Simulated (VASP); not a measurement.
Method: PBE GGA with D3 dispersion (Becke-Johnson damping), VASP's PBE PAW potentials (set 64) (plane waves; VASP).

VASP ran on this input.

### POSCAR
```
KBr
1
    0.0000000000     3.2884528576     3.2884528576
    3.2884528576    -0.0000000000     3.2884528576
    3.2884528576     3.2884528576    -0.0000000000
K Br
1 1
Direct
  0.0000000000   0.0000000000   0.0000000000
  0.5000000000   0.5000000000   0.5000000000
```

**KPOINTS**
```
Automatic mesh
0
Gamma
8 8 8
0 0 0
```

**INCAR**
```
SYSTEM = KBr
PREC = Accurate
ENCUT = 520
EDIFF = 1E-7
NELM = 100
ALGO = Normal
LREAL = .FALSE.
LASPH = .TRUE.
ISMEAR = -5
GGA = PE
IVDW = 12
LMAXMIX = 4
LWAVE = .FALSE.
LCHARG = .TRUE.
LORBIT = 11
NEDOS = 601
ISIF = 2
```

POTCAR, in this order: K_sv Br (PBE.64 set). Program: vasp_std.

The resulting files:

**OSZICAR**
```
       N       E                     dE             d eps       ncg     rms          rms(c)
DAV:   1     0.103831212062E+03    0.10383E+03   -0.69131E+03   696   0.116E+03
DAV:   2     0.415797398159E+00   -0.10342E+03   -0.96899E+02   884   0.265E+02
DAV:   3    -0.611932260498E+01   -0.65351E+01   -0.65011E+01   916   0.618E+01
DAV:   4    -0.638061689266E+01   -0.26129E+00   -0.26099E+00  1236   0.105E+01
DAV:   5    -0.638146929245E+01   -0.85240E-03   -0.85237E-03   896   0.680E-01    0.317E+00
DAV:   6    -0.621190012913E+01    0.16957E+00   -0.28024E-01   844   0.279E+00    0.231E+00
DAV:   7    -0.620084405465E+01    0.11056E-01   -0.13619E-01   876   0.219E+00    0.106E+00
DAV:   8    -0.620999110437E+01   -0.91470E-02   -0.15589E-02   920   0.106E+00    0.131E-01
DAV:   9    -0.621055078963E+01   -0.55969E-03   -0.63259E-04   908   0.173E-01    0.823E-02
DAV:  10    -0.621102874586E+01   -0.47796E-03   -0.56672E-04   808   0.171E-01    0.184E-02
DAV:  11    -0.621103342567E+01   -0.46798E-05   -0.17955E-05   980   0.280E-02    0.450E-03
DAV:  12    -0.621103584567E+01   -0.24200E-05   -0.39527E-06   828   0.167E-02    0.575E-03
DAV:  13    -0.621103597582E+01   -0.13016E-06   -0.35443E-07   920   0.355E-03    0.108E-03
DAV:  14    -0.621103609000E+01   -0.11417E-06   -0.14897E-07   800   0.268E-03    0.564E-04
DAV:  15    -0.621103608609E+01    0.39076E-08   -0.39623E-09   564   0.468E-04
   1 F= -.66290602E+01 E0= -.66290602E+01  d E =0.000000E+00
```

OUTCAR:
```
------------------------ aborting loop because EDIFF is reached ----------------------------------------
 Edisp (eV)   -0.41802
  FORCE on cell =-STRESS in cart. coord.  units (eV):
  Direction    XX          YY          ZZ          XY          YZ          ZX
  --------------------------------------------------------------------------------------
  Total      -0.02021    -0.02021    -0.02021     0.00000    -0.00000     0.00000
  in kB      -0.45530    -0.45530    -0.45530     0.00000    -0.00000     0.00000
  external pressure =       -0.46 kB  Pullay stress =        0.00 kB
  volume of cell :       71.12
      direct lattice vectors                 reciprocal lattice vectors
     0.000000000  3.288452858  3.288452858    -0.152047185  0.152047185  0.152047185
     3.288452858  0.000000000  3.288452858     0.152047185 -0.152047185  0.152047185
     3.288452858  3.288452858  0.000000000     0.152047185  0.152047185 -0.152047185
  FREE ENERGIE OF THE ION-ELECTRON SYSTEM (eV)
  ---------------------------------------------------
  free  energy   TOTEN  =        -6.6290601900 eV

  energy  without entropy=       -6.6290601900  energy(sigma->0) =       -6.62906019

 total charge

# of ion       s       p       d       tot
------------------------------------------
    1        1.958   5.581   0.025   7.564
    2        1.599   3.306   0.001   4.906
--------------------------------------------------
tot          3.557   8.887   0.026  12.470
```
(Selected blocks of OUTCAR.)

**OUTCAR**
```
 val. band max:       -1.6985247853   @ k =   0.0000   0.0000   0.0000

 cond. band min:       2.7637965118   @ k =   0.0000   0.0000   0.0000


 Fermi energy:        -1.6621218848

 k-point     1 :       0.0000    0.0000    0.0000
  band No.  band energies     occupation
      1     -29.4573      2.00000
      2     -14.0037      2.00000
      3     -12.9355      2.00000
      4     -12.9355      2.00000
      5     -12.9355      2.00000
      6      -1.6985      2.00000
      7      -1.6985      2.00000
      8      -1.6985      2.00000
      9       2.7638      0.00000
     10       5.9076      0.00000
     11       5.9076      0.00000
     12       5.9076      0.00000

 k-point     2 :       0.1250    0.0000    0.0000
  band No.  band energies     occupation
      1     -29.4564      2.00000
      2     -14.0349      2.00000
      3     -12.9363      2.00000
      4     -12.9363      2.00000
      5     -12.8937      2.00000
      6      -1.9260      2.00000
      7      -1.7523      2.00000
      8      -1.7523      2.00000
      9       3.1601      0.00000
     10       5.8071      0.00000
     11       6.0948      0.00000
     12       6.0948      0.00000

 k-point     3 :       0.2500    0.0000    0.0000
  band No.  band energies     occupation
      1     -29.4543      2.00000
      2     -14.1024      2.00000
      3     -12.9383      2.00000
      4     -12.9383      2.00000
      5     -12.8003      2.00000
      6      -2.3820      2.00000
      7      -1.8764      2.00000
      8      -1.8764      2.00000
      9       4.0248      0.00000
     10       5.8004      0.00000
     11       6.6179      0.00000
     12       6.6179      0.00000

 k-point     4 :       0.3750    0.0000    0.0000
  band No.  band energies     occupation
      1     -29.4522      2.00000
      2     -14.1616      2.00000
      3     -12.9403      2.00000
      4     -12.9403      2.00000
      5     -12.7146      2.00000
      6      -2.7578      2.00000
...
```

The compound is KBr in the rock salt structure. It was relaxed first.
